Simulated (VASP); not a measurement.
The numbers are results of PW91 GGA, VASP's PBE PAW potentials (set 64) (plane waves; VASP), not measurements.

Input for VASP

INCAR:
```
# general
SYSTEM =ZnS
PREC   =Accurate
ENCUT  =520
LREAL  =.FALSE.
LASPH  =.TRUE.
ICHARG =11

# electronic loop
EDIFF  =1E-7
NELM   =100
ALGO   =Normal
LMAXMIX=4

# smearing
ISMEAR =0
SIGMA  =0.05

# functional
GGA    =91

# output
LWAVE  =.FALSE.
LCHARG =.FALSE.
LORBIT =11
```

**KPOINTS**
```
k-points along high-symmetry lines
10
Line-mode
Reciprocal
  0.000000   0.000000   0.000000 ! GAMMA
  0.000000   0.500000   0.000000 ! M

  0.000000   0.500000   0.000000 ! M
 -0.333333   0.666667   0.000000 ! K

 -0.333333   0.666667   0.000000 ! K
  0.000000   0.000000   0.000000 ! GAMMA

  0.000000   0.000000   0.000000 ! GAMMA
  0.000000   0.000000   0.500000 ! A

  0.000000   0.000000   0.500000 ! A
  0.000000   0.500000   0.500000 ! L

  0.000000   0.500000   0.500000 ! L
 -0.333333   0.666667   0.500000 ! H

 -0.333333   0.666667   0.500000 ! H
  0.000000   0.000000   0.500000 ! A

  0.000000   0.500000   0.500000 ! L
  0.000000   0.500000   0.000000 ! M

 -0.333333   0.666667   0.500000 ! H
 -0.333333   0.666667   0.000000 ! K
```

**POSCAR**
```
ZnS
1
    1.9237146605    -3.3319714879     0.0000000000
    1.9237146605     3.3319714879     0.0000000000
    0.0000000000     0.0000000000     6.3022244914
Zn S
2 2
Direct
  0.6666670000   0.3333330000   0.5001246574
  0.3333330000   0.6666670000   0.0001246574
  0.6666670000   0.3333330000   0.8748753426
  0.3333330000   0.6666670000   0.3748753426
```

POTCAR, in this order: Zn S (PBE.64 set). Program: vasp_std. Read from the step before: CHGCAR.

Output

### OSZICAR
```
       N       E                     dE             d eps       ncg     rms          rms(c)
DAV:   1     0.235160642254E+03    0.23516E+03   -0.17807E+04  3960   0.198E+03
DAV:   2     0.919137138969E+01   -0.22597E+03   -0.22108E+03  4110   0.388E+02
DAV:   3    -0.124428426146E+02   -0.21634E+02   -0.21366E+02  4728   0.117E+02
DAV:   4    -0.129206640814E+02   -0.47782E+00   -0.47728E+00  4518   0.174E+01
DAV:   5    -0.129293204069E+02   -0.86563E-02   -0.86548E-02  4862   0.214E+00
DAV:   6    -0.129295320151E+02   -0.21161E-03   -0.21160E-03  4584   0.354E-01
DAV:   7    -0.129295401229E+02   -0.81078E-05   -0.81073E-05  4938   0.624E-02
DAV:   8    -0.129295403901E+02   -0.26716E-06   -0.26727E-06  4508   0.119E-02
DAV:   9    -0.129295404000E+02   -0.98953E-08   -0.99528E-08  3502   0.225E-03
   1 F= -.12929540E+02 E0= -.12929540E+02  d E =-.459054E-14
```

OUTCAR:
```
 val. band max:        1.8449354364   @ k =   0.0000   0.0000   0.0000

 cond. band min:       3.9146275337   @ k =  -0.0000   0.0000   0.0000



 k-point     1 :       0.0000    0.0000    0.0000
  band No.  band energies     occupation
      1     -11.1370      2.00000
      2     -10.2466      2.00000
      3      -4.4441      2.00000
      4      -4.4331      2.00000
      5      -4.4331      2.00000
      6      -4.3557      2.00000
      7      -4.3557      2.00000
      8      -4.0205      2.00000
      9      -4.0205      2.00000
     10      -3.9485      2.00000
     11      -3.9485      2.00000
     12      -3.7939      2.00000
     13      -3.3085      2.00000
     14       0.9900      2.00000
     15       0.9901      2.00000
     16       1.7762      2.00000
     17       1.8449      2.00000
     18       1.8449      2.00000
     19       3.9146      0.00000
     20       4.8822      0.00000
     21       8.1687      0.00000
     22       8.1687      0.00000

 k-point     2 :       0.0000    0.0556    0.0000
  band No.  band energies     occupation
      1     -11.1168      2.00000
      2     -10.2352      2.00000
      3      -4.4420      2.00000
      4      -4.4321      2.00000
      5      -4.4290      2.00000
      6      -4.3536      2.00000
      7      -4.3500      2.00000
      8      -4.0230      2.00000
      9      -4.0208      2.00000
     10      -3.9606      2.00000
     11      -3.9475      2.00000
     12      -3.7845      2.00000
     13      -3.2791      2.00000
     14       0.8142      2.00000
     15       0.9409      2.00000
     16       1.6201      2.00000
     17       1.7524      2.00000
     18       1.8196      2.00000
     19       4.1244      0.00000
     20       5.0509      0.00000
     21       8.0520      0.00000
     22       8.2317      0.00000

 k-point     3 :       0.0000    0.1111    0.0000
  band No.  band energies     occupation
      1     -11.0574      2.00000
      2     -10.2026      2.00000
...
```

The density is held fixed in this step, so its total energy and stress have no physical meaning.

The compound is ZnS in the wurtzite structure, the high-temperature form. It was relaxed first.
